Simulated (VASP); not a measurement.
Level of theory: PBE GGA, VASP's PBE PAW potentials (set 64) (plane waves; VASP 6.6.1).

Input for VASP

File KPOINTS:
```
Automatic mesh
0
Gamma
10 10 6
0 0 0
```

### INCAR
```
ALGO=Normal
EDIFF=1E-7
ENCUT=530
GGA=PE
IBRION=6
ISIF=3
ISMEAR=1
LASPH=.TRUE.
LCHARG=.FALSE.
LMAXMIX=6
LREAL=.FALSE.
LWAVE=.FALSE.
NELM=100
NFREE=2
NSW=1
POTIM=0.015
PREC=Accurate
SIGMA=0.1
SYSTEM=Dy
```

POSCAR:
```
Dy
1
    1.8149381548    -3.1435648906    -0.0000000000
    1.8149381548     3.1435648906    -0.0000000000
   -0.0000000000    -0.0000000000     5.5907981472
Dy
2
Direct
  0.3333330000   0.6666670000   0.2500000000
  0.6666670000   0.3333330000   0.7500000000
```

POTCAR, in this order: Dy_3 (PBE.64 set). Program: vasp_std.

The resulting files:

File OSZICAR:
```
...
DAV:   8    -0.907363208367E+01   -0.94166E-07   -0.58365E-08  3189   0.235E-03
   8 F= -.90736321E+01 E0= -.90743771E+01  d E =0.223495E-02
       N       E                     dE             d eps       ncg     rms          rms(c)
DAV:   1    -0.910067841263E+01   -0.27046E-01   -0.78809E-01  5598   0.637E+00    0.839E-01
DAV:   2    -0.908178560294E+01    0.18893E-01   -0.22080E-02  6863   0.142E+00    0.444E-01
DAV:   3    -0.907357957489E+01    0.82060E-02   -0.11096E-02  7206   0.883E-01    0.280E-01
DAV:   4    -0.907364408767E+01   -0.64513E-04   -0.18106E-03  6788   0.350E-01    0.762E-02
DAV:   5    -0.907363254263E+01    0.11545E-04   -0.96048E-05  8121   0.818E-02    0.135E-02
DAV:   6    -0.907363205454E+01    0.48809E-06   -0.10212E-05  7137   0.308E-02    0.833E-03
DAV:   7    -0.907363213773E+01   -0.83185E-07   -0.58744E-07  6514   0.712E-03
   9 F= -.90736321E+01 E0= -.90743771E+01  d E =0.223497E-02
       N       E                     dE             d eps       ncg     rms          rms(c)
DAV:   1    -0.907771404173E+01   -0.40820E-02   -0.69816E-01  4472   0.640E+00    0.541E-01
DAV:   2    -0.907328047150E+01    0.44336E-02   -0.15679E-02  6172   0.128E+00    0.310E-01
DAV:   3    -0.907227318618E+01    0.10073E-02   -0.49678E-03  6003   0.618E-01    0.133E-01
DAV:   4    -0.907324411871E+01   -0.97093E-03   -0.12080E-03  7055   0.285E-01    0.715E-02
DAV:   5    -0.907368773766E+01   -0.44362E-03   -0.64921E-05  6404   0.708E-02    0.910E-03
DAV:   6    -0.907375521390E+01   -0.67476E-04   -0.87148E-06  6242   0.241E-02    0.488E-03
DAV:   7    -0.907376920399E+01   -0.13990E-04   -0.64783E-07  5694   0.755E-03    0.825E-04
DAV:   8    -0.907376859587E+01    0.60812E-06   -0.51558E-08  2929   0.204E-03    0.347E-04
DAV:   9    -0.907376873694E+01   -0.14107E-06   -0.10885E-08  2921   0.119E-03    0.503E-05
DAV:  10    -0.907376860783E+01    0.12911E-06   -0.35128E-09  2801   0.657E-04    0.197E-05
DAV:  11    -0.907376858935E+01    0.18480E-07   -0.15127E-09  2871   0.406E-04
  10 F= -.90737686E+01 E0= -.90744602E+01  d E =0.207472E-02
       N       E                     dE             d eps       ncg     rms          rms(c)
DAV:   1    -0.909815045388E+01   -0.24382E-01   -0.80001E-01  4632   0.636E+00    0.772E-01
DAV:   2    -0.908149395210E+01    0.16657E-01   -0.21142E-02  6027   0.138E+00    0.442E-01
DAV:   3    -0.907362999435E+01    0.78640E-02   -0.11242E-02  6045   0.896E-01    0.200E-01
DAV:   4    -0.907376598660E+01   -0.13599E-03   -0.15333E-03  5500   0.322E-01    0.857E-02
DAV:   5    -0.907376881191E+01   -0.28253E-05   -0.49272E-05  6536   0.651E-02    0.766E-03
DAV:   6    -0.907376865262E+01    0.15929E-06   -0.42052E-06  6670   0.155E-02    0.632E-03
DAV:   7    -0.907376864049E+01    0.12128E-07   -0.22253E-07  4148   0.503E-03
  11 F= -.90737686E+01 E0= -.90744602E+01  d E =0.207480E-02
       N       E                     dE             d eps       ncg     rms          rms(c)
DAV:   1    -0.908287669345E+01   -0.91080E-02   -0.55234E-01  4722   0.515E+00    0.523E-01
DAV:   2    -0.907672064419E+01    0.61560E-02   -0.13686E-02  5902   0.113E+00    0.304E-01
DAV:   3    -0.907342492331E+01    0.32957E-02   -0.53338E-03  6054   0.636E-01    0.102E-01
DAV:   4    -0.907363697408E+01   -0.21205E-03   -0.10355E-03  6617   0.267E-01    0.523E-02
DAV:   5    -0.907375144580E+01   -0.11447E-03   -0.51660E-05  6438   0.661E-02    0.722E-03
DAV:   6    -0.907376582235E+01   -0.14377E-04   -0.62377E-06  5849   0.202E-02    0.264E-03
DAV:   7    -0.907377062258E+01   -0.48002E-05   -0.33206E-07  4992   0.551E-03    0.546E-04
DAV:   8    -0.907377061200E+01    0.10578E-07   -0.30884E-08  2891   0.174E-03
  12 F= -.90737706E+01 E0= -.90744629E+01  d E =0.207693E-02
       N       E                     dE             d eps       ncg     rms          rms(c)
DAV:   1    -0.909809050565E+01   -0.24320E-01   -0.83251E-01  4707   0.645E+00    0.802E-01
DAV:   2    -0.908149860851E+01    0.16592E-01   -0.21550E-02  5997   0.138E+00    0.437E-01
DAV:   3    -0.907365556294E+01    0.78430E-02   -0.10731E-02  6106   0.881E-01    0.190E-01
DAV:   4    -0.907376628926E+01   -0.11073E-03   -0.15898E-03  5709   0.326E-01    0.905E-02
DAV:   5    -0.907377131904E+01   -0.50298E-05   -0.42270E-05  6215   0.596E-02    0.721E-03
DAV:   6    -0.907377074297E+01    0.57607E-06   -0.42841E-06  6879   0.162E-02    0.538E-03
DAV:   7    -0.907377074142E+01    0.15514E-08   -0.36950E-07  4893   0.559E-03
  13 F= -.90737707E+01 E0= -.90744631E+01  d E =0.207693E-02
       N       E                     dE             d eps       ncg     rms          rms(c)
DAV:   1    -0.907485469949E+01   -0.10840E-02   -0.73139E-01  5418   0.867E+00    0.360E-01
DAV:   2    -0.907680166888E+01   -0.19470E-02   -0.54305E-02  7118   0.208E+00    0.212E-01
DAV:   3    -0.907505017817E+01    0.17515E-02   -0.21765E-03  7851   0.448E-01    0.892E-02
DAV:   4    -0.907486703291E+01    0.18315E-03   -0.98414E-04  7880   0.273E-01    0.200E-02
DAV:   5    -0.907488893928E+01   -0.21906E-04   -0.12733E-04  5966   0.942E-02    0.570E-03
DAV:   6    -0.907489123721E+01   -0.22979E-05   -0.41082E-06  8022   0.186E-02    0.243E-03
DAV:   7    -0.907489244877E+01   -0.12116E-05   -0.17760E-07  4002   0.504E-03    0.371E-04
DAV:   8    -0.907489250081E+01   -0.52042E-07   -0.32048E-08  3144   0.259E-03
  14 F= -.90748925E+01 E0= -.90756120E+01  d E =0.215842E-02
       N       E                     dE             d eps       ncg     rms          rms(c)
DAV:   1    -0.906745702540E+01    0.74354E-02   -0.10571E+00  5408   0.111E+01    0.160E-01
DAV:   2    -0.907477970984E+01   -0.73227E-02   -0.73434E-02  6063   0.237E+00    0.580E-02
DAV:   3    -0.907489397142E+01   -0.11426E-03   -0.12400E-03  8339   0.355E-01    0.478E-02
DAV:   4    -0.907489167049E+01    0.23009E-05   -0.27901E-05  7480   0.580E-02    0.166E-02
DAV:   5    -0.907489290277E+01   -0.12323E-05   -0.42086E-06  7655   0.197E-02    0.434E-03
DAV:   6    -0.907489258228E+01    0.32048E-06   -0.80583E-07  6078   0.115E-02    0.197E-03
DAV:   7    -0.907489256409E+01    0.18194E-07   -0.91774E-08  3284   0.302E-03
  15 F= -.90748926E+01 E0= -.90756120E+01  d E =0.215842E-02
       N       E                     dE             d eps       ncg     rms          rms(c)
DAV:   1    -0.906895875683E+01    0.59338E-02   -0.87435E-01  1872   0.105E+01    0.256E-01
DAV:   2    -0.907448549125E+01   -0.55267E-02   -0.59089E-02  2212   0.222E+00    0.589E-02
DAV:   3    -0.907457748600E+01   -0.91995E-04   -0.11353E-03  2877   0.344E-01    0.152E-02
DAV:   4    -0.907458239748E+01   -0.49115E-05   -0.27437E-05  2362   0.386E-02    0.874E-03
DAV:   5    -0.907458603548E+01   -0.36380E-05   -0.17155E-06  2455   0.116E-02    0.193E-03
DAV:   6    -0.907458717790E+01   -0.11424E-05   -0.18723E-07  2090   0.355E-03    0.631E-04
DAV:   7    -0.907458743387E+01   -0.25597E-06   -0.32838E-08  1401   0.231E-03    0.179E-04
DAV:   8    -0.907458745433E+01   -0.20454E-07   -0.92246E-09  1311   0.154E-03
  16 F= -.90745875E+01 E0= -.90753013E+01  d E =0.214163E-02
       N       E                     dE             d eps       ncg     rms          rms(c)
DAV:   1    -0.906644717675E+01    0.81403E-02   -0.15273E+00  1872   0.139E+01    0.480E-01
DAV:   2    -0.907444546842E+01   -0.79983E-02   -0.96152E-02  2157   0.277E+00    0.107E-01
DAV:   3    -0.907458132724E+01   -0.13586E-03   -0.21279E-03  2685   0.469E-01    0.170E-02
DAV:   4    -0.907458652518E+01   -0.51979E-05   -0.71713E-05  2372   0.635E-02    0.115E-02
DAV:   5    -0.907458741437E+01   -0.88919E-06   -0.33205E-06  2441   0.149E-02    0.321E-03
DAV:   6    -0.907458758734E+01   -0.17297E-06   -0.56134E-07  2291   0.675E-03    0.104E-03
DAV:   7    -0.907458748994E+01    0.97402E-07   -0.56743E-08  1405   0.264E-03
  17 F= -.90745875E+01 E0= -.90753014E+01  d E =0.214158E-02
```

File OUTCAR:
```
------------------------ aborting loop because EDIFF is reached ----------------------------------------
  FORCE on cell =-STRESS in cart. coord.  units (eV):
  Direction    XX          YY          ZZ          XY          YZ          ZX
  --------------------------------------------------------------------------------------
  Total        0.0335874      0.0335874      0.0476425      0.0000000      0.0000000      0.0000000
  in kB        0.8435272      0.8435271      1.1965122      0.0000000      0.0000000      0.0000000
  external PRESSURE =       0.9611889 kB  Pullay stress =       0.0000000 kB
  volume of cell :       63.80
      direct lattice vectors                 reciprocal lattice vectors
     1.814938155 -3.143564891  0.000000000     0.275491481 -0.159055091  0.000000000
     1.814938155  3.143564891  0.000000000     0.275491481  0.159055091  0.000000000
     0.000000000  0.000000000  5.590798147     0.000000000  0.000000000  0.178865338
 POSITION                                       TOTAL-FORCE (eV/Angst)
 -----------------------------------------------------------------------------------
      1.81494      1.04786      1.38270        -0.000000      0.000000      0.062754
      1.81494     -1.04786      4.19310         0.000000     -0.000000     -0.062754
 -----------------------------------------------------------------------------------
    total drift:                                0.000000      0.000079     -0.000479
  FREE ENERGIE OF THE ION-ELECTRON SYSTEM (eV)
  ---------------------------------------------------
  free  energy   TOTEN  =        -9.0745874899 eV

  energy  without entropy=       -9.0767290748  energy(sigma->0) =       -9.07530135

   1 f  =    3.548590 THz    22.296447 2PiTHz  118.368211 cm-1    14.675781 meV
             X         Y         Z           dx          dy          dz
      1.814938  1.047857  1.397700     0.000000   -0.000000   -0.707107
      1.814938 -1.047857  4.193099    -0.000000    0.000000    0.707107

   2 f  =    2.110317 THz    13.259515 2PiTHz   70.392611 cm-1     8.727568 meV
             X         Y         Z           dx          dy          dz
      1.814938  1.047857  1.397700    -0.707107    0.000000   -0.000000
      1.814938 -1.047857  4.193099     0.707107   -0.000000   -0.000000

   3 f  =    2.110317 THz    13.259514 2PiTHz   70.392606 cm-1     8.727567 meV
             X         Y         Z           dx          dy          dz
      1.814938  1.047857  1.397700     0.000000    0.707107    0.000000
      1.814938 -1.047857  4.193099    -0.000000   -0.707107    0.000000

   4 f  =    0.000000 THz     0.000000 2PiTHz    0.000001 cm-1     0.000000 meV
             X         Y         Z           dx          dy          dz
      1.814938  1.047857  1.397700    -0.000000    0.633137   -0.314861
      1.814938 -1.047857  4.193099    -0.000000    0.633137   -0.314861

   5 f/i=    0.000000 THz     0.000000 2PiTHz    0.000000 cm-1     0.000000 meV
             X         Y         Z           dx          dy          dz
      1.814938  1.047857  1.397700     0.000000   -0.314861   -0.633137
      1.814938 -1.047857  4.193099     0.000000   -0.314861   -0.633137

   6 f/i=    0.000000 THz     0.000000 2PiTHz    0.000000 cm-1     0.000000 meV
             X         Y         Z           dx          dy          dz
      1.814938  1.047857  1.397700     0.707107    0.000000    0.000000
      1.814938 -1.047857  4.193099     0.707107    0.000000    0.000000

 ELASTIC MODULI CONTR FROM IONIC RELAXATION (kBar)
 Direction    XX          YY          ZZ          XY          YZ          ZX
 --------------------------------------------------------------------------------
 XX         -42.1736     42.1736     -0.0000      0.0000      0.0000      0.0000
 YY          42.1736    -42.1736      0.0000     -0.0000     -0.0000      0.0000
 ZZ          -0.0000      0.0000     -0.0000      0.0000      0.0000      0.0000
 XY           0.0000     -0.0000      0.0000    -42.1736      0.0000      0.0000
 YZ           0.0000     -0.0000      0.0000      0.0000     -0.0000      0.0000
 ZX           0.0000      0.0000      0.0000      0.0000      0.0000      0.0000
 --------------------------------------------------------------------------------

 TOTAL ELASTIC MODULI (kBar)
 Direction    XX          YY          ZZ          XY          YZ          ZX
 --------------------------------------------------------------------------------
 XX         771.4793    219.4380    250.7019      0.0000      0.0000      0.0000
 YY         219.4380    771.4791    250.7019      0.0000      0.0000      0.0000
 ZZ         250.7019    250.7019    827.6831      0.0000      0.0000      0.0000
 XY           0.0000     -0.0000      0.0000    276.0206      0.0000     -0.0000
 YZ           0.0000     -0.0000      0.0000     -0.0000    288.0248      0.0000
 ZX           0.0000      0.0000      0.0000     -0.0000      0.0000    288.0248
 --------------------------------------------------------------------------------
```
(Selected blocks of OUTCAR.)

The 4f electrons are frozen in the core of the lanthanide potential, so 4f levels, which can set the real gap, and their magnetism are missing. Finite-difference elastic constants of metals are sensitive to mesh and smearing; shear constants can be off by tens of GPa.

The compound is Dy in the hcp structure. It was relaxed first.
